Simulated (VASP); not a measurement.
Input:

```yaml
crystal:
  lattice:
    - [4.60233, 0.00000, 0.00000]
    - [0.00000, 4.60233, 0.00000]
    - [0.00000, 0.00000, 2.96016]
  atoms:
    - { symbol: Ti, position: [0.00000, 0.00000, 0.00000] }
    - { symbol: Ti, position: [0.50000, 0.50000, 0.50000] }
    - { symbol: O, position: [0.30451, 0.30451, 0.00000] }
    - { symbol: O, position: [0.80451, 0.19549, 0.50000] }
    - { symbol: O, position: [0.19549, 0.80451, 0.50000] }
    - { symbol: O, position: [0.69549, 0.69549, 0.00000] }
```

Calculation: r2SCAN meta-GGA with spin-orbit coupling, VASP's PBE PAW potentials (set 64) (plane waves; VASP). Settings: 520 eV cut-off, 5×5×7 Γ-centred mesh, Gaussian smearing of 0.050 eV, potentials Ti_sv O.

Task: Estimate the energy per atom (σ→0), band gap (over mesh and band path) with the smallest direct gap where there is one.

Result: 
* **band gap (over mesh and band path)**: 2.21 eV
* **smallest direct gap (over mesh and band path)**: 2.21 eV
* **energy per atom (σ→0)**: -11.634 eV/atom

The absolute energy has meaning only against runs of the same code, potentials and settings.

The compound is TiO2 in the rutile structure. It was relaxed first.
